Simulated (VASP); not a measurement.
VASP runs on Al$_{2}$YSi$_{2}$ (space group P-3m1) share one base input (LDA (Ceperley-Alder, Perdew-Zunger), plane waves, VASP's LDA PAW potentials (set 64)) and change the settings named in each case.

**INCAR**
```
SYSTEM = Y(AlSi)2
PREC = Accurate
ENCUT = 300
EDIFF = 1E-6
NELM = 100
ALGO = Normal
LREAL = .FALSE.
LASPH = .TRUE.
ISMEAR = 0
SIGMA = 0.1
LMAXMIX = 4
LWAVE = .FALSE.
LCHARG = .FALSE.
ISIF = 2
```

**POSCAR**
```
Y(AlSi)2
1
    4.1950000000     0.0000000000     0.0000000000
   -2.0975000000     3.6329770000     0.0000000000
    0.0000000000     0.0000000000     6.5810000000
Si Al Y
2 2 1
Direct
  0.3333330000   0.6666670000   0.2599000000
  0.6666670000   0.3333330000   0.7401000000
  0.3333330000   0.6666670000   0.6444000000
  0.6666670000   0.3333330000   0.3556000000
  0.0000000000   0.0000000000   0.0000000000
```

File KPOINTS:
```
Automatic mesh
0
Gamma
7 7 4
0 0 0
```

POTCAR, in this order: Si Al Y_sv (LDA.64 set). Program: vasp_std.

| change | E(σ→0) (eV/atom) | pressure (GPa) | −TS (eV) |
|---|---|---|---|
| base run | -5.8485 | -3.52 | -0.0151 |
| GGA = PS, POTCAR Si Al Y_sv (PBE.64 set) | -5.6894 | -1.62 | -0.0151 |
| GGA_COMPAT = .FALSE., LNONCOLLINEAR = .TRUE., LSORBIT = .TRUE., MAGMOM = 0.0 0.0 0.0 0.0 0.0 0.0 0.0 0.0 0.0 0.0 0.0 0.0 0.0 0.0 0.0, program vasp_ncl | -5.8588 | -3.52 | -0.0151 |
| KPOINTS 3×3×2 Γ-centred mesh | -5.8319 | -3.70 | -0.0169 |
 Energies of different potentials or functionals have different zeros.  At 300 eV the pressure can carry a Pulay error.

Left out are runs that ran out of time, are held back, or changed the cell or the kind of run, fixed moments of cells without a moment, rows past the twelfth, gaps on odd meshes, pressures of charged cells and columns that move by less than the noise.

The structure comes from a measured Al2YSi2 entry (P-3m1) of the Crystallography Open Database, whose conditions weren't checked. The cell was not relaxed at this level.
